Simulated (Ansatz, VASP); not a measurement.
# SbP in two plane-wave programs, part 2 of 2

One calculation is typed for both programs; each brings its own data sets. How far apart do they land? The cell is generated by rule, not measured, and may not be a known phase. The cell is taken from a series of runs on this material, whose earlier steps may have relaxed, scaled, displaced or heated it; both programs get it as it stands.

VASP 6.6.1 and Ansatz 0.2.0.

So far. Step 2 (Ansatz: single point, PBE, pair 1): The run ends at a pressure of -0.03 GPa, with forces up to 0.18 eV/Å. Step 3 (VASP: single point, PBE, pair 1): The run ends at a pressure of -0.03 GPa, with forces up to 0.19 eV/Å.

## (5) VASP: single point, PBE, pair 2

Level of this step: PBE; plane waves and PAW (Sb, P); invented cell (VASP).

A single point gives forces, pressure and levels at one fixed geometry, so differences don't come from the geometry; what else differs is listed under the comparison.

INCAR reads:

```
SYSTEM = SbP
PREC = Accurate
ENCUT = 500
EDIFF = 1E-06
NELM = 120
ISMEAR = 1
SIGMA = 0.15
LREAL = .FALSE.
ALGO = Normal
GGA = PE
NBANDS = 28
LORBIT = 11
LWAVE = .FALSE.
LCHARG = .FALSE.
ISIF = 2
LASPH = .TRUE.
GGA_COMPAT = .FALSE.
KPAR = 2
```

POSCAR reads:

```
SbP
1.0
   -4.7795799860      0.0000032685      0.0000000000
    0.0000000000      0.0000000000     -5.8717278375
   -0.0000056613     -8.2784753745      0.0000000000
Sb P
4 4
Direct
    0.5270558637      0.0330735997      0.1666666667
    0.9729441363      0.0330735997      0.6666666667
    0.0270558637      0.5330735997      0.3333333333
    0.4729441363      0.5330735997      0.8333333333
    0.5669514897      0.5919264003      0.1666666667
    0.9330485103      0.5919264003      0.6666666667
    0.0669514897      0.0919264003      0.3333333333
    0.4330485103      0.0919264003      0.8333333333
```

KPOINTS reads:

```
Automatic mesh
0
Gamma
8 6 4
0 0 0
```

The projector-augmented-wave data sets are Sb and P (PBE family, release 64).

Launch:

```bash
$ mpirun -np 2 vasp_std
```

Numbers of over 12 decimals in the logs are rounded to 6 here.

The log of the run:

```text
[... set-up lines as in an earlier step ...]
 entering main loop
       N       E                     dE             d eps       ncg     rms          rms(c)
DAV:   1     0.194710983531E+03    0.19471E+03   -0.14187E+04  3360   0.112E+03
DAV:   2    -0.174137829930E+02   -0.21212E+03   -0.20645E+03  4120   0.186E+02
DAV:   3    -0.363398467910E+02   -0.18926E+02   -0.18542E+02  4172   0.585E+01
DAV:   4    -0.368662589447E+02   -0.52641E+00   -0.52255E+00  4412   0.103E+01
[...]
DAV:  13    -0.359556552767E+02   -0.10701E-04   -0.27453E-05  3784   0.198E-02    0.438E-03
DAV:  14    -0.359556564999E+02   -0.12232E-05   -0.16444E-06  3292   0.579E-03    0.346E-03
DAV:  15    -0.359556564236E+02    0.76298E-07   -0.19256E-07  2144   0.227E-03
   1 F= -.35955656E+02 E0= -.35955397E+02  d E =-.777951E-03
```

From OUTCAR (step 5):

```text
  Total       -0.1082255      0.2689885     -0.5439460      0.0000003      0.0000000      0.0000000
  in kB       -0.7463354      1.8549760     -3.7511149      0.0000018      0.0000000      0.0000000
  external PRESSURE =      -0.8808248 kB  Pullay stress =       0.0000000 kB

 POSITION                                       TOTAL-FORCE (eV/Angst)
 -----------------------------------------------------------------------------------
     -2.51911     -1.37974     -0.19420        -0.322478      0.135265     -0.077919
     -4.65027     -5.51898     -0.19420         0.322478      0.135265     -0.077919
     -0.12932     -2.75949     -3.13006        -0.322478     -0.135265     -0.077919
     -2.26048     -6.89873     -3.13006         0.322478     -0.135265     -0.077919
     -2.70979     -1.37974     -3.47563         0.276370      0.175277      0.077919
     -4.45958     -5.51898     -3.47563        -0.276369      0.175277      0.077919
     -0.32000     -2.75949     -0.53977         0.276369     -0.175277      0.077919
     -2.06979     -6.89873     -0.53977        -0.276370     -0.175277      0.077919
 -----------------------------------------------------------------------------------
    total drift:                               -0.000000     -0.000000      0.001286

  FREE ENERGIE OF THE ION-ELECTRON SYSTEM (eV)
  ---------------------------------------------------
  free  energy   TOTEN  =       -35.9556564236 eV

  energy  without entropy=      -35.9548784729  energy(sigma->0) =      -35.95539711

[... 2 parts as in an earlier step ...]

[... 1 further part left out ...]
[key lines of the parts left out:]
E-fermi :   5.3368
```

The run ends at a pressure of -0.09 GPa, with forces up to 0.36 eV/Å.

## (6) Ansatz: single point, PBE, pair 2

The same cell, functional, mesh and smearing now go to Ansatz, which takes its cutoff from its data sets.

The cell is taken from a series of runs on this material, whose earlier steps may have relaxed, scaled, displaced or heated it; both programs get it as it stands.

input.yaml reads:

```yaml
crystal:
  lattice:
    - [-4.779579986, 3.2685e-06, 0.0]
    - [0.0, 0.0, -5.8717278375]
    - [-5.6613e-06, -8.2784753745, 0.0]
  atoms:
    - { symbol: Sb, position: [0.5270558637, 0.0330735997, 0.1666666667] }
    - { symbol: Sb, position: [-0.0270558637, 0.0330735997, 0.6666666667] }
    - { symbol: Sb, position: [1.0270558637, 0.5330735997, 0.3333333333] }
    - { symbol: Sb, position: [0.4729441363, 0.5330735997, 0.8333333333] }
    - { symbol: P, position: [0.5669514897, 0.5919264003, 0.1666666667] }
    - { symbol: P, position: [-0.0669514897, 0.5919264003, 0.6666666667] }
    - { symbol: P, position: [1.0669514897, 0.0919264003, 0.3333333333] }
    - { symbol: P, position: [0.4330485103, 0.0919264003, 0.8333333333] }
kpoints:
  mp_grid: { grid: [8, 6, 4] }
hamiltonian:
  xc: pbe
scf:
  occupations: { method: methfessel_paxton, width: 0.15 }
output:
  forces: true
  stress: true
  eigenvalues: true
```

Launch:

```bash
$ ansatz run input.yaml --threads 4 --pin off --max-ram 7168MiB --backend cpu --events-out ev --progress --plain --runs-dir out
```

The log of the run:

```text
[...]
Crystal: 8 atoms, lattice volume = 232.330 Å³
Basis set: ecut = 420 eV, 4547 PW (Γ), exchange–correlation on 64×80×120 points (8 copies of the dense FFT grid, shifted against one another)
Bands: 48, of which v1, the nominal top of the filled ones, is band 40 counted from 1 (39 counted from 0)
Symmetry: 4 space group operations
[...]
k-points: 60 of 192 (time reversal used)
[...]
k-point 0: bands = [... 36 lower, 5.0102, 5.0598, 5.2136, 6.2399, 6.8411, 7.3436, 8.5552, 9.0195, ... 4 higher]
  k-point 1: bands = [... 36 lower, 4.9000, 4.9705, 5.6631, 6.3057, 6.9070, 7.5398, 8.4260, 8.5028, ... 4 higher]
  k-point 2: bands = [... 36 lower, 4.8684, 4.8684, 6.2039, 6.2039, 7.3704, 7.3704, 8.1570, 8.1570, ... 4 higher]
  k-point 59: bands = [... 36 lower, 5.7376, 5.7376, 6.1346, 6.1346, 7.5169, 7.5169, 8.1780, 8.1780, ... 4 higher]
[key lines of the parts left out:]
SCF converged after 7 iterations
Free energy (F): -28958.603651 eV
Fermi energy:    7.143209 eV
P = ⅓ Tr σ = -0.0984 GPa (-0.984 kbar)
```

The run ends at a pressure of -0.10 GPa, with forces up to 0.34 eV/Å.

## (7) Side by side

What differs besides the data sets and the points named for the pairs above, as far as they apply: the data sets hold 80 valence electrons in Ansatz (on its default PAW (the set named soft_2) files) and 40 in VASP. Total energies have different zeros and are not compared.

Compared:

| quantity | Ansatz | VASP | difference |
| --- | --- | --- | --- |
| pressure (GPa) | -0.10 | -0.09 | -0.01 |

Forces (eV/Å; atoms numbered as in POSCAR):

| atom | Ansatz x, y, z | VASP x, y, z |
| --- | --- | --- |
| Sb1 | -0.308, 0.134, -0.061 | -0.322, 0.135, -0.078 |
| Sb2 | 0.308, 0.134, -0.061 | 0.322, 0.135, -0.078 |
| Sb3 | -0.308, -0.134, -0.061 | -0.322, -0.135, -0.078 |
| Sb4 | 0.308, -0.134, -0.061 | 0.322, -0.135, -0.078 |
| P5 | 0.261, 0.174, 0.061 | 0.276, 0.175, 0.078 |
| P6 | -0.261, 0.174, 0.061 | -0.276, 0.175, 0.078 |
| P7 | 0.261, -0.174, 0.061 | 0.276, -0.175, 0.078 |
| P8 | -0.261, -0.174, 0.061 | -0.276, -0.175, 0.078 |

The forces differ by 13 meV/Å r.m.s., which is 6.4 % of the r.m.s. force of 0.201 eV/Å (both taken over all components).

## (8) Other set-ups

Further runs change the set-up of one program: Ansatz's method, potentials or start, or VASP's data sets, cutoff or form of LDA. The table gives Ansatz less VASP for each quantity, since a change that brings one quantity closer may part another.

| run | r.m.s. force difference (meV/Å) | pressure (GPa) |
| --- | --- | --- |
| as above | 13 | -0.010 |
| VASP with the data sets Sb_d_GW and P | 2.6 | 0.069 |

## (9) VASP: single point, PBE, pair 3

With cell and atoms fixed, the geometry can't cause a difference; cores, projectors, grids and the points listed under the comparison can.

INCAR is that of step 5.

POSCAR reads:

```
SbP
1.0
   -4.7795799860      0.0000032685      0.0000000000
    0.0000000000      0.0000000000     -5.8717278375
   -0.0000056613     -8.2784753745      0.0000000000
Sb P
4 4
Direct
    0.5380473083      0.0330735997      0.1666666667
    0.9619526917      0.0330735997      0.6666666667
    0.0380473083      0.5330735997      0.3333333333
    0.4619526917      0.5330735997      0.8333333333
    0.5941505323      0.5919264003      0.1666666667
    0.9058494677      0.5919264003      0.6666666667
    0.0941505323      0.0919264003      0.3333333333
    0.4058494677      0.0919264003      0.8333333333
```

KPOINTS is that of step 5.

Launch:

```bash
$ mpirun -np 2 vasp_std
```

The log of the run:

```text
[... set-up lines as in an earlier step ...]
 entering main loop
       N       E                     dE             d eps       ncg     rms          rms(c)
DAV:   1     0.194579315594E+03    0.19458E+03   -0.14189E+04  3360   0.112E+03
DAV:   2    -0.172954409120E+02   -0.21187E+03   -0.20622E+03  4104   0.186E+02
DAV:   3    -0.362371763585E+02   -0.18942E+02   -0.18536E+02  4208   0.585E+01
DAV:   4    -0.367645515488E+02   -0.52738E+00   -0.52389E+00  4412   0.103E+01
[...]
DAV:  13    -0.358273389399E+02   -0.93558E-05   -0.25886E-05  3764   0.194E-02    0.439E-03
DAV:  14    -0.358273399943E+02   -0.10544E-05   -0.14481E-06  3064   0.554E-03    0.314E-03
DAV:  15    -0.358273399586E+02    0.35743E-07   -0.20383E-07  2168   0.228E-03
   1 F= -.35827340E+02 E0= -.35827693E+02  d E =0.106008E-02
```

From OUTCAR (step 9):

```text
  Total        0.0436972      0.3255596     -0.7926041      0.0000002      0.0000000      0.0000000
  in kB        0.3013413      2.2450966     -5.4658903      0.0000013      0.0000000      0.0000000
  external PRESSURE =      -0.9731508 kB  Pullay stress =       0.0000000 kB

 POSITION                                       TOTAL-FORCE (eV/Angst)
 -----------------------------------------------------------------------------------
     -2.57164     -1.37974     -0.19420        -0.582488      0.272560     -0.096335
     -4.59773     -5.51898     -0.19420         0.582488      0.272559     -0.096335
     -0.18185     -2.75949     -3.13006        -0.582488     -0.272559     -0.096335
     -2.20794     -6.89873     -3.13006         0.582488     -0.272560     -0.096335
     -2.83979     -1.37974     -3.47563         0.593183      0.328923      0.096335
     -4.32958     -5.51898     -3.47563        -0.593183      0.328924      0.096335
     -0.45000     -2.75949     -0.53977         0.593183     -0.328924      0.096335
     -1.93979     -6.89873     -0.53977        -0.593183     -0.328923      0.096335
 -----------------------------------------------------------------------------------
    total drift:                               -0.000000     -0.000000      0.001200

  FREE ENERGIE OF THE ION-ELECTRON SYSTEM (eV)
  ---------------------------------------------------
  free  energy   TOTEN  =       -35.8273399586 eV

  energy  without entropy=      -35.8284000383  energy(sigma->0) =      -35.82769332

[... 2 parts as in an earlier step ...]

[... 1 further part left out ...]
[key lines of the parts left out:]
E-fermi :   5.2414
```

The run ends at a pressure of -0.10 GPa, with forces up to 0.69 eV/Å.

## (10) Ansatz: single point, PBE, pair 3

The same cell, functional, mesh and smearing now go to Ansatz, which takes its cutoff from its data sets.

The cell is taken from a series of runs on this material, whose earlier steps may have relaxed, scaled, displaced or heated it; both programs get it as it stands.

input.yaml reads:

```yaml
crystal:
  lattice:
    - [-4.779579986, 3.2685e-06, 0.0]
    - [0.0, 0.0, -5.8717278375]
    - [-5.6613e-06, -8.2784753745, 0.0]
  atoms:
    - { symbol: Sb, position: [0.5380473083, 0.0330735997, 0.1666666667] }
    - { symbol: Sb, position: [-0.0380473083, 0.0330735997, 0.6666666667] }
    - { symbol: Sb, position: [1.0380473083, 0.5330735997, 0.3333333333] }
    - { symbol: Sb, position: [0.4619526917, 0.5330735997, 0.8333333333] }
    - { symbol: P, position: [0.5941505323, 0.5919264003, 0.1666666667] }
    - { symbol: P, position: [-0.0941505323, 0.5919264003, 0.6666666667] }
    - { symbol: P, position: [1.0941505323, 0.0919264003, 0.3333333333] }
    - { symbol: P, position: [0.4058494677, 0.0919264003, 0.8333333333] }
kpoints:
  mp_grid: { grid: [8, 6, 4] }
hamiltonian:
  xc: pbe
scf:
  occupations: { method: methfessel_paxton, width: 0.15 }
output:
  forces: true
  stress: true
  eigenvalues: true
```

Launch:

```bash
$ ansatz run input.yaml --threads 4 --pin off --max-ram 7168MiB --backend cpu --events-out ev --progress --plain --runs-dir out
```

The log of the run:

```text
[...]
Crystal: 8 atoms, lattice volume = 232.330 Å³
Basis set: ecut = 420 eV, 4547 PW (Γ), exchange–correlation on 64×80×120 points (8 copies of the dense FFT grid, shifted against one another)
Bands: 48, of which v1, the nominal top of the filled ones, is band 40 counted from 1 (39 counted from 0)
Symmetry: 4 space group operations
[...]
k-points: 60 of 192 (time reversal used)
[...]
k-point 0: bands = [... 36 lower, 5.0425, 5.1522, 5.3428, 6.0388, 6.7174, 7.4370, 8.2021, 9.0111, ... 4 higher]
  k-point 1: bands = [... 36 lower, 4.9810, 5.0450, 5.7423, 6.1276, 6.8153, 7.5989, 8.2518, 8.5048, ... 4 higher]
  k-point 2: bands = [... 36 lower, 4.9603, 4.9603, 6.1318, 6.1318, 7.3470, 7.3470, 8.1906, 8.1906, ... 4 higher]
  k-point 59: bands = [... 36 lower, 5.6689, 5.6689, 6.2040, 6.2040, 7.3751, 7.3751, 8.2977, 8.2977, ... 4 higher]
[key lines of the parts left out:]
SCF converged after 7 iterations
Free energy (F): -28958.481262 eV
Fermi energy:    7.047729 eV
P = ⅓ Tr σ = -0.1253 GPa (-1.253 kbar)
```

The run ends at a pressure of -0.13 GPa, with forces up to 0.66 eV/Å.

## (11) Differences

What differs besides the data sets and the points named for the pairs above, as far as they apply: the data sets hold 80 valence electrons in Ansatz (on its default PAW (the set named soft_2) files) and 40 in VASP. Total energies have different zeros and are not compared.

The two programs side by side:

| quantity | Ansatz | VASP | difference |
| --- | --- | --- | --- |
| pressure (GPa) | -0.13 | -0.10 | -0.03 |

Forces (eV/Å; atoms numbered as in POSCAR):

| atom | Ansatz x, y, z | VASP x, y, z |
| --- | --- | --- |
| Sb1 | -0.562, 0.266, -0.080 | -0.582, 0.273, -0.096 |
| Sb2 | 0.562, 0.266, -0.080 | 0.582, 0.273, -0.096 |
| Sb3 | -0.562, -0.266, -0.080 | -0.582, -0.273, -0.096 |
| Sb4 | 0.562, -0.266, -0.080 | 0.582, -0.273, -0.096 |
| P5 | 0.572, 0.324, 0.080 | 0.593, 0.329, 0.096 |
| P6 | -0.572, 0.324, 0.080 | -0.593, 0.329, 0.096 |
| P7 | 0.572, -0.324, 0.080 | 0.593, -0.329, 0.096 |
| P8 | -0.572, -0.324, 0.080 | -0.593, -0.329, 0.096 |

The forces differ by 16 meV/Å r.m.s., which is 4.1 % of the r.m.s. force of 0.386 eV/Å (both taken over all components).

## (12) Outcome

```yaml
r_m_s_force_difference_single_point_pbe_pair_1: 11 meV/Å
r_m_s_force_difference_single_point_pbe_pair_2: 6.4 % of the r.m.s. force
r_m_s_force_difference_single_point_pbe_pair_3: 4.1 % of the r.m.s. force
```

In words: The r.m.s. force difference is 6.4 % of the r.m.s. force (single point, PBE, pair 2), beyond the 3 % picked in this series as the mark of a large difference. The data sets hold unlike numbers of valence electrons (80 in Ansatz and 40 in VASP), so part of the differences comes from the potentials. Single point, PBE, pair 2, VASP with the data sets Sb_d_GW and P: r.m.s. force difference goes from 13 to 2.6 meV/Å; the difference in pressure goes from -0.010 to 0.069 GPa. What causes the difference of the single point, PBE, pair 3 pair stays open here. 4 further runs of this series are not shown here. Such differences can come from data sets, numerical settings and the points named under the comparisons, not from the functional's error against experiment.

[Lines on the potential files, build, host, timing and source positions are cut from VASP's logs without a mark.]

[Logs are printed without paths, hosts, clocks, repeated set-up lines and the standing remarks that a program may print on its own settings, such as how far it seeks lower states.]

[Hosts, paths, dates, database ids (printed as entryN), source tags and the programs' standing remarks are cut or masked in the printed files.]
